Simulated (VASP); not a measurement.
These are PBE GGA, VASP's PBE PAW potentials (set 64) (plane waves; VASP 6.6.1) values and carry that method's errors.

VASP input:

File KPOINTS:
```
Automatic
0
gamma
 7 7 7
0 0 0
```

### POSCAR
```
Mo3Si
1.0
  4.7959388695   0.0000000000   0.0000000000
  0.0000000000   4.7959388695   0.0000000000
  0.0000000000   0.0000000000   4.7959388695
Si Mo
2 6
Cart
  2.3979694347   2.3979694347   2.3979694347
  0.0000000000   0.0000000000   0.0000000000
  1.1989847174   0.0000000000   2.3979694347
  2.3979694347   1.1989847174   0.0000000000
  2.3979694347   3.5969541521   0.0000000000
  3.5969541521   0.0000000000   2.3979694347
  0.0000000000   2.3979694347   3.5969541521
  0.0000000000   2.3979694347   1.1989847174
```

INCAR:
```
! general
SYSTEM  = Mo3Si
PREC    = Accurate
ENCUT   = 500
LREAL   = .False.
LASPH   = .True.

! electronic loop
EDIFF   = 1E-6
NELM    = 100
ALGO    = Normal
LMAXMIX = 4

! smearing
ISMEAR  = 1
SIGMA   = 0.1

! functional
GGA     = PE

! ions
IBRION  = 2
NSW     = 40
ISIF    = 3
EDIFFG  = -0.02
PSTRESS = 300

! output
LWAVE   = .False.
LCHARG  = .False.
```

POTCAR, in this order: Si Mo_sv (PBE.64 set). Program: vasp_std.

The resulting files:

OSZICAR:
```
       N       E                     dE             d eps       ncg     rms          rms(c)
DAV:   1     0.111850935197E+04    0.11185E+04   -0.55296E+04  2216   0.168E+03
DAV:   2    -0.299742138702E+02   -0.11485E+04   -0.11206E+04  2356   0.535E+02
DAV:   3    -0.812443080933E+02   -0.51270E+02   -0.49800E+02  2857   0.999E+01
DAV:   4    -0.823587401558E+02   -0.11144E+01   -0.11003E+01  2672   0.122E+01
DAV:   5    -0.823783977658E+02   -0.19658E-01   -0.19624E-01  2617   0.169E+00    0.494E+01
DAV:   6    -0.788771338961E+02    0.35013E+01   -0.12612E+01  2460   0.167E+01    0.153E+01
DAV:   7    -0.785947316049E+02    0.28240E+00   -0.91977E-01  2752   0.444E+00    0.392E+00
DAV:   8    -0.785524029843E+02    0.42329E-01   -0.10710E-01  2524   0.118E+00    0.521E-01
DAV:   9    -0.785517281765E+02    0.67481E-03   -0.56055E-03  2680   0.288E-01    0.277E-01
DAV:  10    -0.785517941473E+02   -0.65971E-04   -0.57675E-04  2694   0.157E-01    0.113E-01
DAV:  11    -0.785518048043E+02   -0.10657E-04   -0.18651E-05  2704   0.231E-02    0.226E-02
DAV:  12    -0.785518003233E+02    0.44809E-05   -0.96496E-06  2519   0.180E-02    0.326E-03
DAV:  13    -0.785518001217E+02    0.20163E-06   -0.18406E-07  1544   0.207E-03
   1 F= -.57896496E+02 E0= -.57895874E+02  d E =-.578965E+02
       N       E                     dE             d eps       ncg     rms          rms(c)
DAV:   1    -0.914812026448E+02   -0.12929E+02   -0.46896E+02  2235   0.147E+02    0.746E+01
DAV:   2    -0.760476321865E+02    0.15434E+02   -0.44077E+01  2207   0.404E+01    0.833E+00
DAV:   3    -0.749190121430E+02    0.11286E+01   -0.55338E+00  2492   0.129E+01    0.110E+01
DAV:   4    -0.749125749287E+02    0.64372E-02   -0.10430E+00  2450   0.334E+00    0.156E+00
DAV:   5    -0.748887677074E+02    0.23807E-01   -0.88420E-02  2483   0.166E+00    0.907E-01
DAV:   6    -0.748790278539E+02    0.97399E-02   -0.47675E-02  2461   0.727E-01    0.468E-01
DAV:   7    -0.748793399767E+02   -0.31212E-03   -0.62286E-03  2680   0.301E-01    0.104E-01
DAV:   8    -0.748793181418E+02    0.21835E-04   -0.13154E-04  2539   0.545E-02    0.466E-02
DAV:   9    -0.748793015651E+02    0.16577E-04   -0.43352E-05  2097   0.188E-02    0.113E-02
DAV:  10    -0.748793029433E+02   -0.13783E-05   -0.34207E-06  2090   0.768E-03    0.832E-03
DAV:  11    -0.748793031149E+02   -0.17159E-06   -0.19921E-07  1492   0.231E-03
   2 F= -.56689850E+02 E0= -.56689193E+02  d E =0.120665E+01
       N       E                     dE             d eps       ncg     rms          rms(c)
DAV:   1    -0.887591585961E+02   -0.13880E+02   -0.30657E+02  2221   0.123E+02    0.367E+01
DAV:   2    -0.785317585346E+02    0.10227E+02   -0.35083E+01  2221   0.329E+01    0.947E+00
DAV:   3    -0.780918788284E+02    0.43988E+00   -0.34487E+00  2530   0.988E+00    0.317E+00
DAV:   4    -0.780835061806E+02    0.83726E-02   -0.21183E-01  2403   0.160E+00    0.121E+00
DAV:   5    -0.780976712701E+02   -0.14165E-01   -0.69575E-02  2441   0.134E+00    0.934E-01
DAV:   6    -0.781003788044E+02   -0.27075E-02   -0.28999E-03  2670   0.237E-01    0.308E-01
DAV:   7    -0.781007876762E+02   -0.40887E-03   -0.12239E-03  2488   0.113E-01    0.413E-02
DAV:   8    -0.781007757347E+02    0.11942E-04   -0.68914E-05  2282   0.278E-02    0.273E-02
DAV:   9    -0.781007813697E+02   -0.56351E-05   -0.30326E-06  2173   0.905E-03    0.558E-03
DAV:  10    -0.781007826062E+02   -0.12365E-05   -0.26975E-07  1436   0.295E-03    0.912E-04
DAV:  11    -0.781007826174E+02   -0.11232E-07   -0.36108E-08  1394   0.117E-03
   3 F= -.57994282E+02 E0= -.57993633E+02  d E =-.977861E-01
       N       E                     dE             d eps       ncg     rms          rms(c)
DAV:   1    -0.780792705050E+02    0.21512E-01   -0.40147E-02  2256   0.138E+00    0.518E-01
DAV:   2    -0.780779080376E+02    0.13625E-02   -0.42990E-03  2256   0.373E-01    0.758E-02
DAV:   3    -0.780778405688E+02    0.67469E-04   -0.46143E-04  2579   0.114E-01    0.653E-02
DAV:   4    -0.780778542476E+02   -0.13679E-04   -0.93740E-05  2329   0.280E-02    0.106E-02
DAV:   5    -0.780778533470E+02    0.90060E-06   -0.12597E-05  2404   0.177E-02    0.875E-03
DAV:   6    -0.780778556369E+02   -0.22899E-05   -0.10506E-06  1406   0.386E-03    0.138E-03
DAV:   7    -0.780778560049E+02   -0.36798E-06   -0.65974E-07  1324   0.266E-03
   4 F= -.57994488E+02 E0= -.57993846E+02  d E =-.979916E-01
```

OUTCAR:
```
------------------------ aborting loop because EDIFF is reached ----------------------------------------
  FORCE on cell =-STRESS in cart. coord.  units (eV):
  Direction    XX          YY          ZZ          XY          YZ          ZX
  --------------------------------------------------------------------------------------
  Total       20.0520113     20.0520113     20.0520113      0.0000000      0.0000000     -0.0000000
  in kB      299.5316005    299.5316005    299.5316005      0.0000000      0.0000000     -0.0000000
  external PRESSURE =      -0.4683995 kB  Pullay stress =     300.0000000 kB
  volume of cell :      107.26
      direct lattice vectors                 reciprocal lattice vectors
     4.751258128 -0.000000000  0.000000000     0.210470569 -0.000000000  0.000000000
     0.000000000  4.751258128  0.000000000     0.000000000  0.210470569 -0.000000000
    -0.000000000  0.000000000  4.751258128    -0.000000000 -0.000000000  0.210470569
 POSITION                                       TOTAL-FORCE (eV/Angst)
 -----------------------------------------------------------------------------------
      2.37563      2.37563      2.37563         0.000000      0.000000      0.000000
      0.00000      0.00000      0.00000         0.000000      0.000000      0.000000
      1.18781      0.00000      2.37563        -0.000000     -0.000000      0.000000
      2.37563      1.18781      4.75126        -0.000000      0.000000      0.000000
      2.37563      3.56344      0.00000        -0.000000     -0.000000     -0.000000
      3.56344      4.75126      2.37563         0.000000      0.000000     -0.000000
      4.75126      2.37563      3.56344        -0.000000     -0.000000     -0.000000
      0.00000      2.37563      1.18781         0.000000      0.000000      0.000000
 -----------------------------------------------------------------------------------
    total drift:                                0.000000      0.000000      0.000000
  FREE ENERGIE OF THE ION-ELECTRON SYSTEM (eV)
  ---------------------------------------------------
  free  energy   TOTEN  =       -78.0778560049 eV

  energy  without entropy=      -78.0759304786  energy(sigma->0) =      -78.07721416
  enthalpy is  TOTEN    =       -57.9944878738 eV   P V=       20.0833681311

 reached required accuracy - stopping structural energy minimisation
```
(Selected blocks of OUTCAR.)

File CONTCAR:
```
Mo3Si
   1.00000000000000
     4.7512581280288924   -0.0000000000000000    0.0000000000000000
     0.0000000000000000    4.7512581280288924    0.0000000000000000
    -0.0000000000000000    0.0000000000000000    4.7512581280288924
  Si              Mo
     2     6
Direct
     0.5000000000000000    0.5000000000000000    0.5000000000000000
     0.0000000000000000    0.0000000000000000    0.0000000000000000
     0.2500000000000000    0.0000000000000000    0.5000000000000000
     0.5000000000000000    0.2500000000000000    1.0000000000000000
     0.5000000000000000    0.7500000000000000    0.0000000000000000
     0.7500000000000000    1.0000000000000000    0.5000000000000000
     1.0000000000000000    0.5000000000000000    0.7500000000000000
     0.0000000000000000    0.5000000000000000    0.2500000000000000
```

File OUTCAR:
```
 val. band max:       14.1530660667   @ k =   0.4286   0.2857   0.1429

 cond. band min:      14.2098741840   @ k =   0.2857   0.0000   0.0000


 Fermi energy:        14.1545902509

 k-point     1 :       0.0000    0.0000    0.0000
  band No.  band energies     occupation
      1     -47.1509      2.00000
      2     -46.9840      2.00000
      3     -46.9840      2.00000
      4     -46.5434      2.00000
      5     -46.5434      2.00000
      6     -46.5434      2.00000
      7     -22.6923      2.00000
      8     -22.6923      2.00000
      9     -22.4285      2.00000
     10     -21.4657      2.00000
     11     -21.4657      2.00000
     12     -21.4657      2.00000
     13     -20.8126      2.00000
     14     -20.8126      2.00000
     15     -20.8126      2.00000
     16     -20.7647      2.00000
     17     -20.7647      2.00000
     18     -20.7647      2.00000
     19     -20.6016      2.00000
     20     -20.6016      2.00000
     21     -20.6016      2.00000
     22     -19.6819      2.00000
     23     -19.6819      2.00000
     24     -19.6819      2.00000
     25       3.1721      2.00000
     26       4.8003      2.00000
     27       8.2262      2.00000
     28       8.2262      2.00000
     29       8.2262      2.00000
     30       8.7505      2.00000
     31       8.7505      2.00000
     32       8.7505      2.00000
     33       9.1724      2.00000
     34       9.1724      2.00000
     35       9.6120      2.00000
     36      10.7812      2.00000
     37      11.0608      2.00000
     38      11.0608      2.00000
     39      11.0608      2.00000
     40      11.7403      2.00000
     41      11.7403      2.00000
     42      11.7403      2.00000
     43      12.4289      2.00000
     44      12.4289      2.00000
     45      15.5611     -0.00000
     46      15.5611     -0.00000
     47      15.5611     -0.00000
     48      16.7210      0.00000
     49      16.8430      0.00000
     50      16.8430      0.00000
     51      17.1040      0.00000
...
```

Energy and stress use the plane-wave basis of the starting cell.

The compound is Mo3Si in the A15 structure. This run relaxes it under an external pressure of 30 GPa. Symmetry was kept, so distortions that lower it aren't found.
